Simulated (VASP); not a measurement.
# YGe: structure and properties in VASP, part 6 of 6

Wanted: the relaxed cell of YGe and its properties. The start is a computed cell from the Materials Project.

VASP 6.6.1; PBEsol; plane waves and PAW (Y_sv, Ge_d).

Still holding for the runs below: The k-mesh is coarse for a metal.

So far. Step 11 (Volume scan with PBEsol, volume scale 1): The run ends at a pressure of 0.00 GPa, with forces up to 0.0081 eV/Å.

**12. Volume scan with PBEsol, volume scale 1.02**

INCAR reads:

```
SYSTEM = YGe
PREC = Accurate
ENCUT = 410
EDIFF = 1E-06
NELM = 100
ISMEAR = 0
SIGMA = 0.05
LREAL = .FALSE.
ALGO = Normal
GGA = PS
NBANDS = 31
LASPH = .TRUE.
LORBIT = 11
LWAVE = .FALSE.
LCHARG = .FALSE.
KPAR = 4
ISIF = 2
```

POSCAR reads:

```
YGe
1.0
    2.1247498763     -5.3331066347      0.0000000000
    2.1247498763      5.3331066347      0.0000000000
    0.0000000000      0.0000000000      3.9593544180
Y Ge
2 2
Direct
    0.1380232545      0.8619767455      0.2500000000
    0.8619767455      0.1380232545      0.7500000000
    0.4153710894      0.5846289106      0.2500000000
    0.5846289106      0.4153710894      0.7500000000
```

KPOINTS reads:

```
Automatic mesh
0
Gamma
6 6 6
0 0 0
```

PAW data sets: Y_sv and Ge_d (PBE family, release 64).

Launch:

```console
$ mpirun -np 4 vasp_std
```

Log:

```text
[... set-up lines as in an earlier step ...]
 entering main loop
       N       E                     dE             d eps       ncg     rms          rms(c)
DAV:   1     0.404877184238E+03    0.40488E+03   -0.21838E+04  3771   0.299E+03
DAV:   2     0.375918351052E+02   -0.36729E+03   -0.35574E+03  3267   0.714E+02
DAV:   3    -0.225917471807E+02   -0.60184E+02   -0.59339E+02  3766   0.177E+02
DAV:   4    -0.285503893712E+02   -0.59586E+01   -0.59279E+01  5506   0.478E+01
[...]
DAV:  11    -0.273738826907E+02    0.12392E-04   -0.14012E-04  5190   0.110E-01    0.301E-02
DAV:  12    -0.273738799594E+02    0.27312E-05   -0.15769E-05  3976   0.266E-02    0.139E-02
DAV:  13    -0.273738800943E+02   -0.13487E-06   -0.26082E-06  3243   0.134E-02
   1 F= -.27373880E+02 E0= -.27371859E+02  d E =-.404125E-02
```

Run time: 27 s. Hardware: 4 MPI ranks of AMD EPYC 9R14 (Zen 4), shared host; peak memory 0.99 GiB; 1.7 min of CPU time.

From OUTCAR (step 12):

```text
  Total       -0.9772324     -0.9233240     -0.9159899      0.0000000     -0.0000000      0.0000000
  in kB      -17.4488174    -16.4862648    -16.3553109      0.0000000     -0.0000000      0.0000000
  external PRESSURE =     -16.7634644 kB  Pullay stress =       0.0000000 kB

 POSITION                                       TOTAL-FORCE (eV/Angst)
 -----------------------------------------------------------------------------------
      2.12475      3.86092      0.98984         0.000000      0.025952     -0.000000
      2.12475     -3.86092      2.96952         0.000000     -0.025952     -0.000000
      2.12475      0.90267      0.98984         0.000000      0.019360      0.000000
      2.12475     -0.90267      2.96952         0.000000     -0.019360     -0.000000
 -----------------------------------------------------------------------------------
    total drift:                                0.000000      0.000000     -0.000000

  FREE ENERGIE OF THE ION-ELECTRON SYSTEM (eV)
  ---------------------------------------------------
  free  energy   TOTEN  =       -27.3738800943 eV

  energy  without entropy=      -27.3698388445  energy(sigma->0) =      -27.37185947

[... 1 part as in an earlier step ...]

[... 2 further parts left out ...]
[key lines of the parts left out:]
E-fermi :   5.0585
```

The pressure falls from 0.00 to -1.68 GPa.

The run ends at a pressure of -1.68 GPa, with forces up to 0.026 eV/Å.

**13. Volume scan with PBEsol, volume scale 1.04**

INCAR is that of step 12.

POSCAR reads:

```
YGe
1.0
    2.1385473400     -5.3677381676      0.0000000000
    2.1385473400      5.3677381676      0.0000000000
    0.0000000000      0.0000000000      3.9850652320
Y Ge
2 2
Direct
    0.1380232545      0.8619767455      0.2500000000
    0.8619767455      0.1380232545      0.7500000000
    0.4153710894      0.5846289106      0.2500000000
    0.5846289106      0.4153710894      0.7500000000
```

KPOINTS is that of step 12.

Launch:

```console
$ mpirun -np 4 vasp_std
```

Log:

```text
[... set-up lines as in an earlier step ...]
 entering main loop
       N       E                     dE             d eps       ncg     rms          rms(c)
DAV:   1     0.407372058893E+03    0.40737E+03   -0.21834E+04  3795   0.296E+03
DAV:   2     0.388365191873E+02   -0.36854E+03   -0.35737E+03  3253   0.728E+02
DAV:   3    -0.226348401682E+02   -0.61471E+02   -0.60612E+02  3888   0.179E+02
DAV:   4    -0.285500825041E+02   -0.59152E+01   -0.58826E+01  5484   0.478E+01
[...]
DAV:  11    -0.273496036992E+02    0.13591E-04   -0.13245E-04  5081   0.109E-01    0.289E-02
DAV:  12    -0.273496008590E+02    0.28402E-05   -0.15266E-05  3917   0.258E-02    0.145E-02
DAV:  13    -0.273496010929E+02   -0.23394E-06   -0.25218E-06  3254   0.128E-02
   1 F= -.27349601E+02 E0= -.27347626E+02  d E =-.395001E-02
```

It took 28 s on 4 MPI ranks; peak memory 0.99 GiB; 1.7 min of CPU time.

Parts of OUTCAR (step 13):

```text
  Total       -1.9084852     -1.7708678     -1.7739374      0.0000000      0.0000000      0.0000000
  in kB      -33.4213327    -31.0113802    -31.0651350      0.0000000      0.0000000      0.0000000
  external PRESSURE =     -31.8326160 kB  Pullay stress =       0.0000000 kB

 POSITION                                       TOTAL-FORCE (eV/Angst)
 -----------------------------------------------------------------------------------
      2.13855      3.88599      0.99627         0.000000      0.046221      0.000000
      2.13855     -3.88599      2.98880         0.000000     -0.046221      0.000000
      2.13855      0.90853      0.99627         0.000000      0.028832      0.000000
      2.13855     -0.90853      2.98880         0.000000     -0.028832     -0.000000
 -----------------------------------------------------------------------------------
    total drift:                                0.000000      0.000000     -0.000000

  FREE ENERGIE OF THE ION-ELECTRON SYSTEM (eV)
  ---------------------------------------------------
  free  energy   TOTEN  =       -27.3496010929 eV

  energy  without entropy=      -27.3456510851  energy(sigma->0) =      -27.34762609

[... 1 part as in an earlier step ...]

[... 2 further parts left out ...]
[key lines of the parts left out:]
E-fermi :   4.9307
```

The pressure falls from -1.68 to -3.18 GPa.

The run ends at a pressure of -3.18 GPa, with forces up to 0.046 eV/Å.

**14. Volume scan with PBEsol, volume scale 1.06**

A prediction first. A parabola through the 6 pressures of evenly scaled cells so far, P = 0.00 -88.7 t +195 t² GPa with t = ln(V/V₁) and V₁ the volume at scale 1, gives -4.51 GPa at t = +0.0583.

INCAR is that of step 13.

POSCAR reads:

```
YGe
1.0
    2.1521690279     -5.4019285045      0.0000000000
    2.1521690279      5.4019285045      0.0000000000
    0.0000000000      0.0000000000      4.0104484975
Y Ge
2 2
Direct
    0.1380232545      0.8619767455      0.2500000000
    0.8619767455      0.1380232545      0.7500000000
    0.4153710894      0.5846289106      0.2500000000
    0.5846289106      0.4153710894      0.7500000000
```

KPOINTS is that of step 13.

Launch:

```console
$ mpirun -np 4 vasp_std
```

Log:

```text
[... set-up lines as in an earlier step ...]
 entering main loop
       N       E                     dE             d eps       ncg     rms          rms(c)
DAV:   1     0.406268447390E+03    0.40627E+03   -0.21746E+04  3797   0.294E+03
DAV:   2     0.382783430361E+02   -0.36799E+03   -0.35684E+03  3246   0.708E+02
DAV:   3    -0.227383388663E+02   -0.61017E+02   -0.60045E+02  3881   0.178E+02
DAV:   4    -0.285157377673E+02   -0.57774E+01   -0.57393E+01  5426   0.475E+01
[...]
DAV:  11    -0.273096026471E+02    0.17347E-04   -0.15573E-04  5095   0.110E-01    0.367E-02
DAV:  12    -0.273095995366E+02    0.31105E-05   -0.19451E-05  4080   0.274E-02    0.214E-02
DAV:  13    -0.273095997640E+02   -0.22746E-06   -0.32683E-06  3202   0.147E-02
   1 F= -.27309600E+02 E0= -.27307685E+02  d E =-.382978E-02
```

Wall time 28 s (4 MPI ranks); peak memory 1 GiB.

OUTCAR, selected parts (step 14):

```text
  Total       -2.7736321     -2.5575530     -2.5577610      0.0000000      0.0000000      0.0000000
  in kB      -47.6553089    -43.9427351    -43.9463080      0.0000000      0.0000000      0.0000000
  external PRESSURE =     -45.1814507 kB  Pullay stress =       0.0000000 kB

 POSITION                                       TOTAL-FORCE (eV/Angst)
 -----------------------------------------------------------------------------------
      2.15217      3.91074      1.00261         0.000000      0.064902      0.000000
      2.15217     -3.91074      3.00784         0.000000     -0.064902      0.000000
      2.15217      0.91432      1.00261         0.000000      0.035728     -0.000000
      2.15217     -0.91432      3.00784         0.000000     -0.035728     -0.000000
 -----------------------------------------------------------------------------------
    total drift:                                0.000000      0.000000     -0.000000

  FREE ENERGIE OF THE ION-ELECTRON SYSTEM (eV)
  ---------------------------------------------------
  free  energy   TOTEN  =       -27.3095997640 eV

  energy  without entropy=      -27.3057699876  energy(sigma->0) =      -27.30768488

[... 1 part as in an earlier step ...]

[... 2 further parts left out ...]
[key lines of the parts left out:]
E-fermi :   4.8057
```

The pressure falls from -3.18 to -4.52 GPa. The parabola predicted -4.51 GPa, +0.01 GPa off.

**15. The series together**

Times are for 4 MPI ranks of AMD EPYC 9R14 (Zen 4), shared host. Results by setting:

| no. | volume scale | energy above the lowest point (meV/atom) | pressure (GPa) | time | memory (GiB) |
| --- | --- | --- | --- | --- | --- |
| 1 | 0.94 | 26.2 | 6.233 | 27 s | 0.97 |
| 2 | 0.96 | 11.67 | 3.936 | 28 s | 0.96 |
| 3 | 0.98 | 3.15 | 1.871 | 28 s | 0.98 |
| 4 | 1 | 0 | -0.003244 | 27 s | 0.96 |
| 5 | 1.02 | 1.72 | -1.676 | 27 s | 0.99 |
| 6 | 1.04 | 7.78 | -3.183 | 28 s | 0.99 |
| 7 | 1.06 | 17.77 | -4.518 | 28 s | 1 |

**16. Fit for PBEsol**

This step: Birch-Murnaghan fit, PBEsol; plane waves and PAW (VASP 6.6.1).

Derived from the runs above.

Numbers from this step:

```
pressure derivative of the bulk modulus : 4.344
r.m.s. error of the fit                 : 4.48e-6 eV/atom
minimum inside the sampled range        : yes
bulk modulus                            : 87.17 GPa
equilibrium volume of the fit           : 22.05 Å³/atom
```

Table of energy above the fitted minimum by volume:

| volume (Å³/atom) | energy above the fitted minimum (eV/atom) |
| --- | --- |
| 20.67 | 0.0262 |
| 21.11 | 0.0117 |
| 21.55 | 0.00318 |
| 21.99 | 3.4e-5 |
| 22.43 | 0.00176 |
| 22.87 | 0.00781 |
| 23.31 | 0.0178 |

The fitted volume lies +0.26 % from the relaxed one. At a finite cutoff and mesh the minimum of the energy and the zero of the stress don't quite coincide, and the relaxation stops at a threshold. The atoms bear forces along the scan, since they were held; freeing them would lower the modulus.

**17. Self-consistent run (PBEsol), changed input**

This step: PBEsol; plane waves and PAW (Y_sv, Ge_d) (VASP 6.6.1).

A single point gives energy, forces and stress at these settings. Some settings are moved from the usual, to see what they do.

INCAR, as its differences from that of step 14:

```diff
@@ -2,3 +2,3 @@
 PREC = Accurate
-ENCUT = 410
+ENCUT = 450
 EDIFF = 1E-06
@@ -17 +17,2 @@
 ISIF = 2
+NELECT = 49
```

POSCAR reads:

```
YGe
1.0
    2.1107708540     -5.2980193910      0.0000000000
    2.1107708540      5.2980193910      0.0000000000
    0.0000000000      0.0000000000      3.9333052795
Y Ge
2 2
Direct
    0.1380232545      0.8619767455      0.2500000000
    0.8619767455      0.1380232545      0.7500000000
    0.4153710894      0.5846289106      0.2500000000
    0.5846289106      0.4153710894      0.7500000000
```

KPOINTS is that of step 14.

Launch:

```console
$ mpirun -np 4 vasp_std
```

Log:

```text
[... set-up lines as in an earlier step ...]
 entering main loop
       N       E                     dE             d eps       ncg     rms          rms(c)
DAV:   1     0.402424414967E+03    0.40242E+03   -0.21992E+04  3780   0.302E+03
DAV:   2     0.333330629208E+02   -0.36909E+03   -0.35568E+03  3282   0.728E+02
DAV:   3    -0.277836408325E+02   -0.61117E+02   -0.59851E+02  3771   0.179E+02
DAV:   4    -0.337451923057E+02   -0.59616E+01   -0.59345E+01  5473   0.482E+01
DAV:   5    -0.338958129062E+02   -0.15062E+00   -0.15060E+00  4268   0.801E+00BRMIX: very serious problems
 the old and the new charge density differ
 old charge density:    50.00000 new   49.00000
BRMIX: very serious problems
 the old and the new charge density differ
 old charge density:    50.00000 new   49.00000
BRMIX: very serious problems
 the old and the new charge density differ
 old charge density:    50.00000 new   49.00000
BRMIX: very serious problems
 the old and the new charge density differ
 old charge density:    50.00000 new   49.00000
    0.380E+01
DAV:   6    -0.326373570649E+02    0.12585E+01   -0.22569E+00  4954   0.774E+00    0.255E+01
DAV:   7    -0.325265532978E+02    0.11080E+00   -0.26855E+00  4793   0.938E+00    0.561E+00
DAV:   8    -0.324658920532E+02    0.60661E-01   -0.10611E+00  4191   0.126E+01    0.365E+00
DAV:   9    -0.324526879459E+02    0.13204E-01   -0.12336E-01  4686   0.359E+00    0.436E-01
DAV:  10    -0.324533005491E+02   -0.61260E-03   -0.88161E-03  4168   0.618E-01    0.391E-01
DAV:  11    -0.324528572375E+02    0.44331E-03   -0.12061E-03  4567   0.356E-01    0.573E-02
DAV:  12    -0.324528659187E+02   -0.86812E-05   -0.14107E-04  4520   0.858E-02    0.174E-02
DAV:  13    -0.324528629572E+02    0.29615E-05   -0.10561E-05  4418   0.370E-02    0.115E-02
DAV:  14    -0.324528622119E+02    0.74522E-06   -0.29023E-06  3641   0.979E-03
   1 F= -.32452862E+02 E0= -.32451445E+02  d E =-.283453E-02
```

Wall time 30 s (4 MPI ranks); peak memory 1 GiB.

Parts of OUTCAR (step 17):

```text
NELECT = 49

 ion  position               nearest neighbor table
   1  0.138  0.862  0.250-   3 2.94   4 2.94   4 2.94   4 2.94   4 2.94   3 3.17   3 3.17   2 3.52
                             2 3.52   2 3.74   2 3.74   2 3.74   2 3.74
   2  0.862  0.138  0.750-   4 2.94   3 2.94   3 2.94   3 2.94   3 2.94   4 3.17   4 3.17   1 3.52
                             1 3.52   1 3.74   1 3.74   1 3.74   1 3.74
   3  0.415  0.585  0.250-   4 2.66   4 2.66   1 2.94   2 2.94   2 2.94   2 2.94   2 2.94   1 3.17
                             1 3.17
   4  0.585  0.415  0.750-   3 2.66   3 2.66   2 2.94   1 2.94   1 2.94   1 2.94   1 2.94   2 3.17
                             2 3.17

   ENCUT  =  450.0 eV  33.07 Ry    5.75 a.u.   9.86  9.86  6.80*2*pi/ulx,y,z

 E-fermi :   4.9350

 k-point     1 :       0.0000    0.0000    0.0000
  band No.  band energies     occupation
    ...
     20      -1.6334      2.00000
     21       2.6213      2.00000
     22       3.5596      2.00000
     23       4.2113      2.00000
     24       4.3830      2.00000
     25       5.7602      0.00000
     26       6.0024      0.00000
     27       6.7425      0.00000
     28       7.8885      0.00000
     29       8.1524      0.00000
    ...

  Total       -5.5426286     -6.8316562     -7.3162461      0.0000000      0.0000000      0.0000000
  in kB     -100.9448294   -124.4211756   -133.2467431      0.0000000      0.0000000      0.0000000
  external PRESSURE =    -119.5375827 kB  Pullay stress =       0.0000000 kB

 POSITION                                       TOTAL-FORCE (eV/Angst)
 -----------------------------------------------------------------------------------
      2.11077      3.83552      0.98333         0.000000      0.019256      0.000000
      2.11077     -3.83552      2.94998         0.000000     -0.019256     -0.000000
      2.11077      0.89673      0.98333         0.000000     -0.716370      0.000000
      2.11077     -0.89673      2.94998         0.000000      0.716370     -0.000000
 -----------------------------------------------------------------------------------
    total drift:                                0.000000      0.000000     -0.000000

  FREE ENERGIE OF THE ION-ELECTRON SYSTEM (eV)
  ---------------------------------------------------
  free  energy   TOTEN  =       -32.4528622119 eV

  energy  without entropy=      -32.4500276869  energy(sigma->0) =      -32.45144495

[... 6 parts as in an earlier step ...]

[... 9 further parts left out ...]
```

The run converged; its settings lie outside those of the reference runs, so its numbers are set aside.

Settings moved from the usual: ENCUT = 450 and NELECT = 49.0.

NELECT differs from the neutral count, so the cell is charged against a uniform background: another system, not a numerical setting. ALGO acts on the way to self-consistency or on speed; a fully converged result doesn't depend on them, though slow mixing can meet EDIFF with the stress still off.

**18. Summary of results**

- relaxed volume: 21.99 Å³/atom
- relaxed conventional cell a, b, c: 4.222, 10.596, 3.933 Å
- space group after relaxing, within 0.02 Å: Cmcm (No. 63)
- band gap: none, a metal
- DOS at the Fermi level: 2.18 states/eV/cell
- highest zone-centre mode: 216 cm⁻¹
- bulk modulus from the fit: 87.2 GPa
- volume from the fit: 22.1 Å³/atom

In words: With PBEsol, YGe relaxes to 21.99 Å³/atom in space group Cmcm (held by the symmetry of the run), comes out as a metal and has a bulk modulus of 87.2 GPa at fixed shape and positions, an upper bound. Bands along the symmetry lines (PBEsol): Of the bands kept, 2 cross the Fermi level on this path. Vibrations at Γ (PBEsol): The highest mode in this list at Γ, 215.7 cm⁻¹, has its largest share on Y (59 % of the kinetic energy). Spin-orbit coupling is left out; it would split some degenerate bands. The k-sampling is coarse for a metal, so the Fermi level, pressures and the shape of the cell carry errors. Modes at Γ alone can't show that the crystal is stable at other wave vectors. No search among competing phases was made, and a listed structure need not be the one stable at ambient conditions. All values are for a static lattice at zero temperature.

[Lines on the potential files, build, host, timing and source positions are cut from VASP's logs without a mark.]

[Logs are printed without paths, hosts, clocks, repeated set-up lines and the standing remarks that a program may print on its own settings, such as how far it seeks lower states.]

[Hosts, paths, dates, database ids (printed as entryN), source tags and the programs' standing remarks are cut or masked in the printed files.]

[A measured line is paired with the nearest computed mode of its activity, which favours agreement.]
